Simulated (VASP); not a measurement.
Level of theory: PBE GGA, VASP's PBE PAW potentials (set 64) (plane waves; VASP).

VASP input:

INCAR:
```
NFREE=2
NSW=1   # most ionic steps
LCHARG=.FALSE.
ISIF=3
ISMEAR=1   # Methfessel-Paxton
LMAXMIX=4   # l cut-off of mixed one-centre charges
ENCUT=530
LASPH=.TRUE.   # aspherical one-centre terms
EDIFF=1E-7
NELM=100   # most electronic steps
IBRION=6
LWAVE=.FALSE.
PREC=Accurate
LREAL=.FALSE.
ALGO=Normal   # blocked Davidson
POTIM=0.015   # step
SIGMA=0.1
GGA=PE
SYSTEM=CoSi2
```

POSCAR:
```
CoSi2
1
   -0.0000000000     2.6786970421     2.6786970421
    2.6786970421     0.0000000000     2.6786970421
    2.6786970421     2.6786970421    -0.0000000000
Co Si
1 2
Direct
  0.0000000000   0.0000000000   0.0000000000
  0.2500000000   0.2500000000   0.2500000000
  0.7500000000   0.7500000000   0.7500000000
```

File KPOINTS:
```
Automatic mesh
0
Gamma
9 9 9
0 0 0
```

POTCAR, in this order: Co Si (PBE.64 set). Program: vasp_std.

What VASP printed:

**OSZICAR**
```
...
DAV:   8    -0.192857625904E+02   -0.15603E-06   -0.24159E-07  5344   0.788E-03    0.752E-04
DAV:   9    -0.192857625662E+02    0.24119E-07   -0.59347E-08  3160   0.404E-03
   9 F= -.19285763E+02 E0= -.19285581E+02  d E =-.545424E-03
       N       E                     dE             d eps       ncg     rms          rms(c)
DAV:   1    -0.193373927147E+02   -0.51630E-01   -0.61817E-01  5884   0.697E+00    0.682E-01
DAV:   2    -0.193139747623E+02    0.23418E-01   -0.19362E-02  7032   0.175E+00    0.380E-01
DAV:   3    -0.192925961069E+02    0.21379E-01   -0.11239E-02  6948   0.140E+00    0.146E-01
DAV:   4    -0.192911662370E+02    0.14299E-02   -0.27347E-03  6956   0.944E-01    0.829E-02
DAV:   5    -0.192884881763E+02    0.26781E-02   -0.45893E-04  7212   0.363E-01    0.285E-02
DAV:   6    -0.192861828766E+02    0.23053E-02   -0.16287E-04  6832   0.120E-01    0.694E-03
DAV:   7    -0.192859278096E+02    0.25507E-03   -0.21566E-05  6152   0.399E-02    0.266E-03
DAV:   8    -0.192857715188E+02    0.15629E-03   -0.13939E-06  6412   0.113E-02    0.925E-04
DAV:   9    -0.192857659915E+02    0.55274E-05   -0.22417E-07  5068   0.460E-03    0.279E-04
DAV:  10    -0.192857629545E+02    0.30370E-05   -0.10576E-08  3052   0.107E-03    0.832E-05
DAV:  11    -0.192857627083E+02    0.24614E-06   -0.20174E-09  2884   0.580E-04    0.491E-05
DAV:  12    -0.192857626533E+02    0.55049E-07   -0.59068E-10  2836   0.304E-04
  10 F= -.19285763E+02 E0= -.19285581E+02  d E =-.545380E-03
       N       E                     dE             d eps       ncg     rms          rms(c)
DAV:   1    -0.193235107412E+02   -0.37748E-01   -0.71746E-01  6084   0.746E+00    0.108E+00
DAV:   2    -0.192946014089E+02    0.28909E-01   -0.35651E-02  7016   0.265E+00    0.554E-01
DAV:   3    -0.192874776889E+02    0.71237E-02   -0.28177E-02  7064   0.255E+00    0.366E-01
DAV:   4    -0.192859547897E+02    0.15229E-02   -0.89790E-03  6804   0.193E+00    0.828E-02
DAV:   5    -0.192857938568E+02    0.16093E-03   -0.40320E-04  6220   0.269E-01    0.427E-02
DAV:   6    -0.192857620861E+02    0.31771E-04   -0.86423E-05  6224   0.793E-02    0.775E-03
DAV:   7    -0.192857623850E+02   -0.29895E-06   -0.55097E-06  6992   0.319E-02    0.468E-03
DAV:   8    -0.192857625162E+02   -0.13120E-06   -0.31597E-07  5548   0.931E-03    0.943E-04
DAV:   9    -0.192857624813E+02    0.34881E-07   -0.73070E-08  3388   0.474E-03
  11 F= -.19285762E+02 E0= -.19285581E+02  d E =-.545434E-03
       N       E                     dE             d eps       ncg     rms          rms(c)
DAV:   1    -0.193010087795E+02   -0.15246E-01   -0.58401E-01  6080   0.677E+00    0.686E-01
DAV:   2    -0.192899220363E+02    0.11087E-01   -0.17189E-02  7148   0.176E+00    0.380E-01
DAV:   3    -0.192857526505E+02    0.41694E-02   -0.10327E-02  6804   0.143E+00    0.166E-01
DAV:   4    -0.192855769680E+02    0.17568E-03   -0.29850E-03  7004   0.102E+00    0.801E-02
DAV:   5    -0.192855632841E+02    0.13684E-04   -0.51051E-04  7112   0.354E-01    0.277E-02
DAV:   6    -0.192857289997E+02   -0.16572E-03   -0.16869E-04  6800   0.120E-01    0.641E-03
DAV:   7    -0.192857479278E+02   -0.18928E-04   -0.20071E-05  6040   0.382E-02    0.281E-03
DAV:   8    -0.192857629924E+02   -0.15065E-04   -0.17756E-06  6364   0.120E-02    0.721E-04
DAV:   9    -0.192857629289E+02    0.63456E-07   -0.27860E-07  5128   0.511E-03
  12 F= -.19285763E+02 E0= -.19285581E+02  d E =-.545459E-03
       N       E                     dE             d eps       ncg     rms          rms(c)
DAV:   1    -0.193235058625E+02   -0.37743E-01   -0.73824E-01  5956   0.756E+00    0.108E+00
DAV:   2    -0.192945532344E+02    0.28953E-01   -0.35009E-02  7096   0.260E+00    0.550E-01
DAV:   3    -0.192863670368E+02    0.81862E-02   -0.23129E-02  7048   0.193E+00    0.221E-01
DAV:   4    -0.192859800332E+02    0.38700E-03   -0.48591E-03  6948   0.130E+00    0.918E-02
DAV:   5    -0.192857922745E+02    0.18776E-03   -0.40830E-04  7180   0.350E-01    0.422E-02
DAV:   6    -0.192857619028E+02    0.30372E-04   -0.78180E-05  6104   0.722E-02    0.562E-03
DAV:   7    -0.192857623654E+02   -0.46260E-06   -0.37088E-06  6660   0.195E-02    0.453E-03
DAV:   8    -0.192857625112E+02   -0.14579E-06   -0.23048E-07  5220   0.776E-03    0.696E-04
DAV:   9    -0.192857624910E+02    0.20198E-07   -0.53023E-08  3232   0.399E-03
  13 F= -.19285762E+02 E0= -.19285581E+02  d E =-.545426E-03
       N       E                     dE             d eps       ncg     rms          rms(c)
DAV:   1    -0.193020093067E+02   -0.16247E-01   -0.11888E+00  1896   0.894E+00    0.433E-01
DAV:   2    -0.192964277834E+02    0.55815E-02   -0.23556E-02  2784   0.198E+00    0.277E-01
DAV:   3    -0.192894401673E+02    0.69876E-02   -0.71445E-03  2632   0.127E+00    0.153E-01
DAV:   4    -0.192887662584E+02    0.67391E-03   -0.27532E-03  2656   0.101E+00    0.535E-02
DAV:   5    -0.192885589631E+02    0.20730E-03   -0.22670E-04  2776   0.276E-01    0.138E-02
DAV:   6    -0.192884195907E+02    0.13937E-03   -0.34501E-05  2304   0.491E-02    0.356E-03
DAV:   7    -0.192883945637E+02    0.25027E-04   -0.50967E-06  2332   0.195E-02    0.248E-03
DAV:   8    -0.192883894178E+02    0.51460E-05   -0.18361E-07  1672   0.502E-03    0.489E-04
DAV:   9    -0.192883875939E+02    0.18239E-05   -0.41111E-08  1164   0.204E-03    0.171E-04
DAV:  10    -0.192883873646E+02    0.22924E-06   -0.84677E-09  1084   0.121E-03    0.805E-05
DAV:  11    -0.192883872982E+02    0.66470E-07   -0.25811E-09  1052   0.673E-04
  14 F= -.19288387E+02 E0= -.19288215E+02  d E =-.516224E-03
       N       E                     dE             d eps       ncg     rms          rms(c)
DAV:   1    -0.192880031455E+02    0.38422E-03   -0.27232E+00  1800   0.127E+01    0.272E-01
DAV:   2    -0.192895541630E+02   -0.15510E-02   -0.28815E-02  2432   0.236E+00    0.246E-01
DAV:   3    -0.192890280289E+02    0.52613E-03   -0.41430E-03  2504   0.132E+00    0.173E-01
DAV:   4    -0.192884171182E+02    0.61091E-03   -0.72611E-04  2748   0.371E-01    0.477E-02
DAV:   5    -0.192883869333E+02    0.30185E-04   -0.15873E-04  2784   0.222E-01    0.977E-03
DAV:   6    -0.192883872755E+02   -0.34225E-06   -0.79473E-06  2380   0.398E-02    0.509E-03
DAV:   7    -0.192883872789E+02   -0.34111E-08   -0.36684E-07  2096   0.901E-03
  15 F= -.19288387E+02 E0= -.19288215E+02  d E =-.515946E-03
       N       E                     dE             d eps       ncg     rms          rms(c)
DAV:   1    -0.192882212732E+02    0.16600E-03   -0.93165E-01  3000   0.759E+00    0.153E-01
DAV:   2    -0.192889616755E+02   -0.74040E-03   -0.10826E-02  3988   0.141E+00    0.114E-01
DAV:   3    -0.192888944715E+02    0.67204E-04   -0.12529E-03  4304   0.716E-01    0.986E-02
DAV:   4    -0.192887328426E+02    0.16163E-03   -0.32429E-04  4600   0.304E-01    0.215E-02
DAV:   5    -0.192887286549E+02    0.41876E-05   -0.34648E-05  4796   0.882E-02    0.594E-03
DAV:   6    -0.192887284768E+02    0.17809E-06   -0.18118E-06  3696   0.135E-02    0.359E-03
DAV:   7    -0.192887284335E+02    0.43358E-07   -0.64446E-07  3876   0.141E-02
  16 F= -.19288728E+02 E0= -.19288543E+02  d E =-.556017E-03
       N       E                     dE             d eps       ncg     rms          rms(c)
DAV:   1    -0.192884145213E+02    0.31396E-03   -0.13137E-01  3068   0.265E+00    0.147E-01
DAV:   2    -0.192887944600E+02   -0.37994E-03   -0.60640E-03  3904   0.886E-01    0.811E-02
DAV:   3    -0.192887366543E+02    0.57806E-04   -0.39400E-04  4036   0.249E-01    0.354E-02
DAV:   4    -0.192887342099E+02    0.24444E-05   -0.17681E-04  4284   0.266E-01    0.252E-02
DAV:   5    -0.192887282723E+02    0.59376E-05   -0.25301E-05  4176   0.109E-01    0.111E-02
DAV:   6    -0.192887284672E+02   -0.19492E-06   -0.24344E-06  3628   0.134E-02    0.118E-03
DAV:   7    -0.192887284703E+02   -0.30886E-08   -0.22320E-07  3180   0.546E-03
  17 F= -.19288728E+02 E0= -.19288543E+02  d E =-.556121E-03
```

OUTCAR:
```
------------------------ aborting loop because EDIFF is reached ----------------------------------------
  FORCE on cell =-STRESS in cart. coord.  units (eV):
  Direction    XX          YY          ZZ          XY          YZ          ZX
  --------------------------------------------------------------------------------------
  Total        0.0505249      0.0469523      0.0469523      0.0000000      0.1370278      0.0000000
  in kB        2.1057927      1.9568897      1.9568897      0.0000000      5.7110810      0.0000000
  external PRESSURE =       2.0065240 kB  Pullay stress =       0.0000000 kB
  volume of cell :       38.44
      direct lattice vectors                 reciprocal lattice vectors
     0.000000000  2.678697042  2.678697042    -0.186657913  0.186657913  0.186657913
     2.678697042  0.000000000  2.678697042     0.186657913 -0.186657913  0.186657913
     2.678697042  2.678697042  0.000000000     0.186657913  0.186657913 -0.186657913
 POSITION                                       TOTAL-FORCE (eV/Angst)
 -----------------------------------------------------------------------------------
      0.00000      0.00000      0.00000        -0.087799      0.000000      0.000000
      1.32435      1.33935      1.33935         0.129766      0.000000      0.000000
      4.01805      4.01805      4.01805        -0.041967      0.000000      0.000000
 -----------------------------------------------------------------------------------
    total drift:                                0.000054      0.000000      0.000000
  FREE ENERGIE OF THE ION-ELECTRON SYSTEM (eV)
  ---------------------------------------------------
  free  energy   TOTEN  =       -19.2887284703 eV

  energy  without entropy=      -19.2881723494  energy(sigma->0) =      -19.28854310

   1 f  =    9.979912 THz    62.705640 2PiTHz  332.894048 cm-1    41.273583 meV
             X         Y         Z           dx          dy          dz
      0.000000  0.000000  0.000000     0.000000   -0.000000    0.000000
      1.339349  1.339349  1.339349    -0.575879   -0.402760    0.078406
      4.018046  4.018046  4.018046     0.575879    0.402760   -0.078406

   2 f  =    9.979912 THz    62.705640 2PiTHz  332.894048 cm-1    41.273583 meV
             X         Y         Z           dx          dy          dz
      0.000000  0.000000  0.000000     0.000000    0.000000    0.000000
      1.339349  1.339349  1.339349     0.059375    0.051900    0.702696
      4.018046  4.018046  4.018046    -0.059375   -0.051900   -0.702696

   3 f  =    9.979912 THz    62.705640 2PiTHz  332.894048 cm-1    41.273583 meV
             X         Y         Z           dx          dy          dz
      0.000000  0.000000  0.000000     0.000000   -0.000000    0.000000
      1.339349  1.339349  1.339349    -0.406003    0.578870   -0.008449
      4.018046  4.018046  4.018046     0.406003   -0.578870    0.008449

   4 f  =    9.972150 THz    62.656866 2PiTHz  332.635116 cm-1    41.241480 meV
             X         Y         Z           dx          dy          dz
      0.000000  0.000000  0.000000     0.317306    0.618778    0.065021
      1.339349  1.339349  1.339349    -0.229914   -0.448354   -0.047113
      4.018046  4.018046  4.018046    -0.229914   -0.448354   -0.047113

   5 f  =    9.972150 THz    62.656866 2PiTHz  332.635116 cm-1    41.241480 meV
             X         Y         Z           dx          dy          dz
      0.000000  0.000000  0.000000     0.252407   -0.061306   -0.648328
      1.339349  1.339349  1.339349    -0.182889    0.044421    0.469766
      4.018046  4.018046  4.018046    -0.182889    0.044421    0.469766

   6 f  =    9.972150 THz    62.656866 2PiTHz  332.635116 cm-1    41.241480 meV
             X         Y         Z           dx          dy          dz
      0.000000  0.000000  0.000000     0.568686   -0.318045    0.251475
      1.339349  1.339349  1.339349    -0.412059    0.230449   -0.182214
      4.018046  4.018046  4.018046    -0.412059    0.230449   -0.182214

   7 f/i=    0.002006 THz     0.012606 2PiTHz    0.066925 cm-1     0.008298 meV
             X         Y         Z           dx          dy          dz
      0.000000  0.000000  0.000000     0.714512    0.040516   -0.005872
      1.339349  1.339349  1.339349     0.493052    0.027958   -0.004052
      4.018046  4.018046  4.018046     0.493052    0.027958   -0.004052

   8 f/i=    0.002006 THz     0.012606 2PiTHz    0.066925 cm-1     0.008298 meV
             X         Y         Z           dx          dy          dz
      0.000000  0.000000  0.000000    -0.039214    0.647846   -0.301597
      1.339349  1.339349  1.339349    -0.027060    0.447049   -0.208118
      4.018046  4.018046  4.018046    -0.027060    0.447049   -0.208118

   9 f/i=    0.002006 THz     0.012606 2PiTHz    0.066925 cm-1     0.008298 meV
             X         Y         Z           dx          dy          dz
      0.000000  0.000000  0.000000    -0.011758    0.301425    0.649005
      1.339349  1.339349  1.339349    -0.008114    0.208000    0.447849
      4.018046  4.018046  4.018046    -0.008114    0.208000    0.447849

 ELASTIC MODULI CONTR FROM IONIC RELAXATION (kBar)
 Direction    XX          YY          ZZ          XY          YZ          ZX
 --------------------------------------------------------------------------------
 XX          -0.0000      0.0000     -0.0000      0.0000      0.0000      0.0000
 YY           0.0000     -0.0000      0.0000      0.0000     -0.0000     -0.0000
 ZZ          -0.0000      0.0000     -0.0000      0.0000     -0.0000      0.0000
 XY           0.0000      0.0000      0.0000   -606.7070     -0.0000     -0.0000
 YZ           0.0000     -0.0000     -0.0000     -0.0000   -606.7070     -0.0000
 ZX           0.0000     -0.0000      0.0000     -0.0000     -0.0000   -606.7070
 --------------------------------------------------------------------------------

 TOTAL ELASTIC MODULI (kBar)
 Direction    XX          YY          ZZ          XY          YZ          ZX
 --------------------------------------------------------------------------------
 XX        2339.2887   1509.3429   1509.3429      0.0000      0.0000      0.0000
 YY        1509.3429   2339.2887   1509.3429      0.0000     -0.0000     -0.0000
 ZZ        1509.3429   1509.3429   2339.2887     -0.0000     -0.0000      0.0000
 XY           0.0000      0.0000     -0.0000    855.8523     -0.0000     -0.0000
 YZ           0.0000     -0.0000     -0.0000     -0.0000    855.8523     -0.0000
 ZX           0.0000     -0.0000      0.0000     -0.0000     -0.0000    855.8523
 --------------------------------------------------------------------------------
```
(Selected blocks of OUTCAR.)

Finite-difference elastic constants of metals are sensitive to mesh and smearing; shear constants can be off by tens of GPa.

The compound is CoSi2 in the fluorite structure. It was relaxed first. The run is not spin-polarised, so no magnetic state was tried. The electron count is odd and the run is not spin-polarised, which forces a metal.
